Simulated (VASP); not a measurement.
# TiSi2: structure and properties in VASP

What structure does TiSi2 take at this level, and what are its properties? The steps: relaxing cell and atoms (PBE + D3), second relaxation, density, ELF and potential (PBE + D3), bands along the symmetry lines (PBE + D3), total and projected DOS (PBE + D3), field gradients at the nuclei (PBE + D3), volume scan with PBE + D3, fit for PBE + D3 and band structure (PBE + D3) with a changed input. The start is a computed cell from the Materials Project.

Main program and level: VASP 6.6.1; PBE with D3; plane waves and PAW (Ti_sv, Si).

**1. Set-up**

Before any relaxation, the start is as follows. It takes space group Fddd (No. 70, orthorhombic). The conventional cell has a = 4.779 Å, b = 8.235 Å, c = 8.526 Å, α = 90.00°, β = 90.00°, γ = 90.00°. Ti has 10 Si at 2.55 to 2.78 Å nearest. Nearest to Si lie 5 Si at 2.52 to 2.79 Å and 5 Ti at 2.55 to 2.78 Å. Farther neighbours are not listed.

**2. Relaxing cell and atoms (PBE + D3)**

The start need not lie at this functional's minimum. ISIF = 3 frees volume, shape and positions, and EDIFFG sets the threshold on forces and stress at which the search stops. PBE, the usual starting point, adds the gradient of the density. A dispersion term adds the long-range attraction that semilocal functionals lack. D3 makes the C6 coefficients depend on coordination; zero damping switches the term off at short range.

INCAR reads:

```
SYSTEM = TiSi2
PREC = Accurate
ENCUT = 400
EDIFF = 1E-06
NELM = 100
ISMEAR = 0
SIGMA = 0.05
LREAL = .FALSE.
ALGO = Normal
GGA = PE
IVDW = 11
NBANDS = 26
LORBIT = 11
LWAVE = .FALSE.
LCHARG = .FALSE.
KPAR = 2
IBRION = 2
NSW = 60
ISIF = 3
EDIFFG = -0.01
```

POSCAR reads:

```
TiSi2
1.0
    0.0000000000      4.1175163063      4.2628978354
    2.3895119538      0.0000000000      4.2628978354
    2.3895119538      4.1175163063      0.0000000000
Ti Si
2 4
Direct
    0.7500000000      0.7500000000      0.7500000000
    0.5000000000      0.5000000000      0.5000000000
    0.4125656100      0.0874343900      0.4125656100
    0.0874343900      0.4125656100      0.0874343900
    0.1625656100      0.8374343900      0.1625656100
    0.8374343900      0.1625656100      0.8374343900
```

KPOINTS reads:

```
Automatic mesh
0
Gamma
6 6 6
0 0 0
```

PAW data sets: Ti_sv and Si (PBE family, release 64).

The run is started by

```
> mpirun -np 2 vasp_std
```

The program printed:

```text
[banner, memory and clock lines left out]
running    2 mpi-ranks, on    1 nodes
 distrk:  each k-point on    1 cores,    2 groups
 distr:  one band on    1 cores,    1 groups

 POSCAR found type information on POSCAR TiSi
 POSCAR found :  2 types and       6 ions
 LDA part: xc-table for (Slater+PW92), standard interpolation
 POSCAR, INCAR and KPOINTS ok, starting setup
 FFT: planning ... GRIDC
 FFT: planning ... GRID_SOFT
 FFT: planning ... GRID
 WAVECAR not read
 entering main loop
       N       E                     dE             d eps       ncg     rms          rms(c)
DAV:   1     0.345229445397E+03    0.34523E+03   -0.16759E+04  2392   0.137E+03
DAV:   2     0.330597197295E+00   -0.34490E+03   -0.33912E+03  2404   0.415E+02
DAV:   3    -0.411986899666E+02   -0.41529E+02   -0.40699E+02  4208   0.121E+02
DAV:   4    -0.441421751294E+02   -0.29435E+01   -0.29335E+01  3232   0.295E+01
DAV:   5    -0.443306768123E+02   -0.18850E+00   -0.18847E+00  3798   0.663E+00    0.186E+01
DAV:   6    -0.413577191528E+02    0.29730E+01   -0.40045E+01  3460   0.449E+01    0.693E+00
DAV:   7    -0.407795289172E+02    0.57819E+00   -0.77866E+00  3182   0.200E+01    0.507E+00
DAV:   8    -0.407189984516E+02    0.60530E-01   -0.80869E-01  3260   0.712E+00    0.119E+00
DAV:   9    -0.407078268033E+02    0.11172E-01   -0.14921E-01  3420   0.317E+00    0.493E-01
DAV:  10    -0.407084881963E+02   -0.66139E-03   -0.41709E-03  3084   0.535E-01    0.207E-01
DAV:  11    -0.407083708968E+02    0.11730E-03   -0.38745E-03  3690   0.460E-01    0.122E-01
DAV:  12    -0.407083143211E+02    0.56576E-04   -0.80191E-04  3414   0.214E-01    0.156E-02
DAV:  13    -0.407083124917E+02    0.18294E-05   -0.31012E-05  3244   0.499E-02    0.148E-02
DAV:  14    -0.407083113879E+02    0.11038E-05   -0.21128E-06  2784   0.126E-02    0.354E-03
DAV:  15    -0.407083110098E+02    0.37816E-06   -0.13262E-06  2122   0.804E-03
   1 F= -.42785465E+02 E0= -.42784207E+02  d E =-.427855E+02
 curvature:   0.00 expect dE= 0.000E+00 dE for cont linesearch  0.000E+00
 trial: gam= 0.00000 g(F)=  0.559E-03 g(S)=  0.823E-01 ort = 0.000E+00 (trialstep = 0.100E+01)
 search vector abs. value=  0.828E-01
 bond charge predicted
       N       E                     dE             d eps       ncg     rms          rms(c)
DAV:   1    -0.412741430914E+02   -0.56583E+00   -0.16914E+01  3436   0.450E+01    0.744E+00
DAV:   2    -0.407301620493E+02    0.54398E+00   -0.70854E+00  3516   0.225E+01    0.221E+00
DAV:   3    -0.405910030383E+02    0.13916E+00   -0.95696E-01  3342   0.683E+00    0.126E+00
DAV:   4    -0.405752843006E+02    0.15719E-01   -0.20431E-01  3768   0.301E+00    0.575E-01
DAV:   5    -0.405792973497E+02   -0.40130E-02   -0.15662E-02  3406   0.998E-01    0.284E-01
DAV:   6    -0.405849255177E+02   -0.56282E-02   -0.87792E-03  3992   0.372E-01    0.113E-01
DAV:   7    -0.405853848128E+02   -0.45930E-03   -0.22498E-03  3818   0.231E-01    0.487E-02
DAV:   8    -0.405853964228E+02   -0.11610E-04   -0.12756E-04  3278   0.612E-02    0.241E-02
DAV:   9    -0.405854065999E+02   -0.10177E-04   -0.41432E-05  3328   0.460E-02    0.969E-03
DAV:  10    -0.405854073167E+02   -0.71684E-06   -0.47570E-06  2832   0.159E-02
   2 F= -.42787398E+02 E0= -.42786186E+02  d E =-.193370E-02
[...]
3 F= -.42807268E+02 E0= -.42806033E+02  d E =-.218036E-01
[...]
4 F= -.42808094E+02 E0= -.42806850E+02  d E =-.825670E-03
[...]
5 F= -.42808094E+02 E0= -.42806850E+02  d E =-.825880E-03
[...]
6 F= -.42808491E+02 E0= -.42807235E+02  d E =-.396492E-03
 trial-energy change:   -0.000396  1 .order   -0.000397   -0.000516   -0.000277
 step:   1.9527(harm=  1.9527)  dis= 0.00576  next Energy=   -42.808652 (dE=-0.558E-03)
 bond charge predicted
       N       E                     dE             d eps       ncg     rms          rms(c)
DAV:   1    -0.406664779524E+02   -0.71337E-03   -0.13633E-02  2430   0.775E-01    0.659E-02
DAV:   2    -0.406664518720E+02    0.26080E-04   -0.93451E-04  2746   0.235E-01    0.382E-02
DAV:   3    -0.406664323689E+02    0.19503E-04   -0.79662E-05  3228   0.736E-02    0.174E-02
DAV:   4    -0.406664256743E+02    0.66947E-05   -0.21652E-05  3078   0.357E-02    0.264E-03
DAV:   5    -0.406664257164E+02   -0.42130E-07   -0.28435E-06  2526   0.142E-02
   7 F= -.42808654E+02 E0= -.42807390E+02  d E =-.559387E-03
 curvature:  -1.28 expect dE=-0.207E-05 dE for cont linesearch -0.617E-07
 trial: gam=-0.01213 g(F)=  0.364E-07 g(S)=  0.158E-05 ort = 0.601E-05 (trialstep = 0.111E+01)
 search vector abs. value=  0.158E-05
 reached required accuracy - stopping structural energy minimisation
```

It took 2.9 min on 2 MPI ranks of Intel Xeon Platinum 8488C (Sapphire Rapids), shared host; peak memory 0.46 GiB; 5.7 min of CPU time.

The logs omit lines about the potential files and the build; timing stands in the text.

OUTCAR, selected parts (step 2):

```text
ion  position               nearest neighbor table
   1  0.750  0.750  0.750-   6 2.55   5 2.55   6 2.55   5 2.55   3 2.74   3 2.74   4 2.74   4 2.74
                             3 2.78   4 2.78
   2  0.500  0.500  0.500-   4 2.55   3 2.55   4 2.55   3 2.55   5 2.74   5 2.74   6 2.74   6 2.74
                             5 2.78   6 2.78
   3  0.413  0.087  0.413-   6 2.52   6 2.52   2 2.55   2 2.55   4 2.68   1 2.74   1 2.74   1 2.78
                             4 2.79   4 2.79
   4  0.087  0.413  0.087-   5 2.52   5 2.52   2 2.55   2 2.55   3 2.68   1 2.74   1 2.74   1 2.78
                             3 2.79   3 2.79
   5  0.163  0.837  0.163-   4 2.52   4 2.52   1 2.55   1 2.55   6 2.68   2 2.74   2 2.74   2 2.78
                             6 2.79   6 2.79
   6  0.837  0.163  0.837-   3 2.52   3 2.52   1 2.55   1 2.55   5 2.68   2 2.74   2 2.74   2 2.78
                             5 2.79   5 2.79

  LATTYP: Found a face centered orthorhombic cell.
 ALAT       =     4.7790239076
 B/A-ratio  =     1.7231620456
 C/A-ratio  =     1.7840035613

 Subroutine GETGRP returns: Found  8 space group operations
 (whereof  4 operations were pure point group operations)

The static configuration has the point symmetry D_2 .
 The point group associated with its full space group is D_2h.

 Found     46 irreducible k-points:

   k-points           NKPTS =     46   k-points in BZ     NKDIM =     46   number of bands    NBANDS=     26

   dimension x,y,z NGX =    40 NGY =   32 NGZ =   32
   dimension x,y,z NGXF=    80 NGYF=   64 NGZF=   64

   ENCUT  =  400.0 eV  29.40 Ry    5.42 a.u.   9.67  7.97  7.76*2*pi/ulx,y,z

   NELECT =      40.0000    total number of electrons

 k-points in reciprocal lattice and weights: Automatic mesh
   0.00000000  0.00000000  0.00000000       0.005
   0.16666667  0.00000000  0.00000000       0.037
   0.33333333  0.00000000  0.00000000       0.037
   0.50000000  0.00000000  0.00000000       0.019
   0.16666667  0.16666667  0.00000000       0.009
   0.33333333  0.16666667  0.00000000       0.037
   0.50000000  0.16666667  0.00000000       0.037
  -0.33333333  0.16666667 -0.00000000       0.037
  -0.16666667  0.16666667 -0.00000000       0.019
[...]
-0.16666667  0.33333333  0.50000000       0.009
   0.00000000  0.50000000  0.50000000       0.005

 Edisp (eV)   -2.14273

 average (electrostatic) potential at core
       1 -69.7055       2 -69.7055       3 -78.7302       4 -78.7302       5 -78.7302
       6 -78.7302

 E-fermi :  10.5489

 k-point     1 :       0.0000    0.0000    0.0000
  band No.  band energies     occupation
    ...
     17       8.1719      2.00000
     18       8.4198      2.00000
     19       8.6906      2.00000
     20       9.0770      2.00000
     21       9.5319      2.00000
     22      12.6055      0.00000
     23      13.6932      0.00000
     24      13.9900      0.00000
     25      13.9920      0.00000
     26      14.0351      0.00000

 k-point     2 :       0.1667    0.0000    0.0000
  band No.  band energies     occupation
    ...
     17       8.3951      2.00000
     18       8.4912      2.00000
     19       9.2001      2.00000
     20       9.3300      2.00000
     21       9.5920      2.00000
     22      12.3105      0.00000
     23      13.4497      0.00000
     24      13.5326      0.00000
     25      13.7097      0.00000
     26      13.8490      0.00000

 k-point     3 :       0.3333    0.0000    0.0000
  band No.  band energies     occupation
    ...
     16       8.0984      2.00000
     17       8.6101      2.00000
     18       9.2112      2.00000
     19       9.7255      2.00000
     20      10.0108      2.00000
     21      10.6764      0.00031
     22      11.6983      0.00000
     23      12.8684      0.00000
     24      13.0713      0.00000
     25      13.3186      0.00000
    ...

 Edisp (eV)   -2.14223

  Total       0.00406     0.01017     0.00875     0.00000     0.00000     0.00000
  in kB       0.07945     0.19884     0.17113     0.00000     0.00000     0.00000
  external pressure =        0.15 kB  Pullay stress =        0.00 kB

  energy-cutoff  :      400.00
  volume of cell :       81.92
      direct lattice vectors                 reciprocal lattice vectors
     0.000000000  4.081555863  4.227137984    -0.210604847  0.122502305  0.118283340
     2.374114399  0.000000000  4.227137984     0.210604847 -0.122502305  0.118283340
     2.374114399  4.081555863  0.000000000     0.210604847  0.122502305 -0.118283340

 POSITION                                       TOTAL-FORCE (eV/Angst)
 -----------------------------------------------------------------------------------
      3.56117      6.12233      6.34071         0.000000      0.000000      0.000000
      2.37411      4.08156      4.22714         0.000000      0.000000      0.000000
      1.18706      3.37765      2.11357        -0.000000      0.000434      0.000000
      1.18706      0.70390      2.11357        -0.000000     -0.000434      0.000000
      2.37411      1.33687      4.22714         0.000000      0.000434     -0.000000
      2.37411      6.82624      4.22714         0.000000     -0.000434     -0.000000
 -----------------------------------------------------------------------------------
    total drift:                               -0.000000     -0.000000      0.000000

  FREE ENERGIE OF THE ION-ELECTRON SYSTEM (eV)
  ---------------------------------------------------
  free  energy   TOTEN  =       -42.8086535245 eV

  energy  without entropy=      -42.8061259763  energy(sigma->0) =      -42.80738975

 reached required accuracy - stopping structural energy minimisation

 total charge
# of ion       s       p       d       tot
------------------------------------------
    1        2.177   6.176   2.088  10.441
    2        2.177   6.176   2.088  10.441
    3        0.770   0.876   0.000   1.646
    4        0.770   0.876   0.000   1.646
    5        0.770   0.876   0.000   1.646
    6        0.770   0.876   0.000   1.646
--------------------------------------------------
tot          7.433  15.856   4.176  27.465

[... 3 further parts left out ...]
```

CONTCAR:

```
TiSi2
   1.00000000000000
     0.0000000000000000    4.0815558625886963    4.2271379842818826
     2.3741143989888847    0.0000000000000000    4.2271379842818826
     2.3741143989888847    4.0815558625886963    0.0000000000000000
  Ti              Si
     2     4
Direct
     0.7500000000000000    0.7500000000000000    0.7500000000000000
     0.5000000000000000    0.5000000000000000    0.5000000000000000
     0.4137701645041434    0.0862298354958566    0.4137701645041434
     0.0862298354958566    0.4137701645041434    0.0862298354958566
     0.1637701645041434    0.8362298354958565    0.1637701645041434
     0.8362298354958565    0.1637701645041434    0.8362298354958565
```

The k-mesh is coarse for a metal. Dispersion corrections of this kind ignore metallic screening and tend to overbind metals. The run keeps the 8 symmetry operations of its start, so it cannot find a distortion of lower symmetry.

Relaxation path:

| step | energy less that of the first step (eV) | largest force (eV/Å) | pressure (GPa) | volume (Å³) |
| --- | --- | --- | --- | --- |
| 1 | 0.0000 | 0.0538 | -3.50 | 83.88 |
| 2 | -0.0019 | 0.0700 | 3.61 | 80.23 |
| 3 | -0.0218 | 0.0625 | -0.03 | 81.98 |
| 4 | -0.0226 | 0.0416 | 0.04 | 81.90 |
| 5 | -0.0226 | 0.0416 | 0.04 | 81.90 |
| 6 | -0.0230 | 0.0223 | 0.03 | 81.91 |
| 7 | -0.0232 | 0.0004 | 0.01 | 81.92 |

| conventional cell, symmetrised | before | after | change |
| --- | --- | --- | --- |
| a (Å) | 4.779 | 4.748 | -0.6 % |
| b (Å) | 8.235 | 8.163 | -0.9 % |
| c (Å) | 8.526 | 8.454 | -0.8 % |
| volume (Å³/atom) | 13.98 | 13.65 | -2.3 % |

The relaxed structure:

```cif
data_structure
_symmetry_space_group_name_H-M 'P 1'
_symmetry_Int_Tables_number 1
_cell_length_a 5.8760
_cell_length_b 4.8482
_cell_length_c 4.7218
_cell_angle_alpha 75.746
_cell_angle_beta 53.100
_cell_angle_gamma 51.154
_cell_volume 81.92
loop_
_atom_site_label
_atom_site_type_symbol
_atom_site_fract_x
_atom_site_fract_y
_atom_site_fract_z
_atom_site_occupancy
Ti1 Ti 0.75000 0.75000 0.75000 1
Ti2 Ti 0.50000 0.50000 0.50000 1
Si3 Si 0.41377 0.08623 0.41377 1
Si4 Si 0.08623 0.41377 0.08623 1
Si5 Si 0.16377 0.83623 0.16377 1
Si6 Si 0.83623 0.16377 0.83623 1
```

Numbers from this step:

| Item | Value |
| --- | --- |
| electrons | 40 |
| bands | 26 |
| irreducible k-points | 46 |
| symmetry operations | 8 |
| free energy (TOTEN) | -42.81 eV |
| energy at zero smearing | -42.81 eV |
| Fermi energy | 10.55 eV |
| pressure | 0.01498 GPa |
| metallic, judged on the points sampled | yes |
| SCF cycles over all ionic steps | 53 |

It ends with forces under 0.001 eV/Å and a pressure of 0.01 GPa.

(Part 1 of 6 ends here.)

[Lines on the potential files, build, host, timing and source positions are cut from VASP's logs without a mark.]

[Logs are printed without paths, hosts, clocks, repeated set-up lines and the standing remarks that a program may print on its own settings, such as how far it seeks lower states.]

[Hosts, paths, dates, database ids (printed as entryN), source tags and the programs' standing remarks are cut or masked in the printed files.]

[A measured line is paired with the nearest computed mode of its activity, which favours agreement.]

[In band tables of VASP the shares of atoms and orbitals are scaled to a sum of 1 inside the atoms' spheres.]
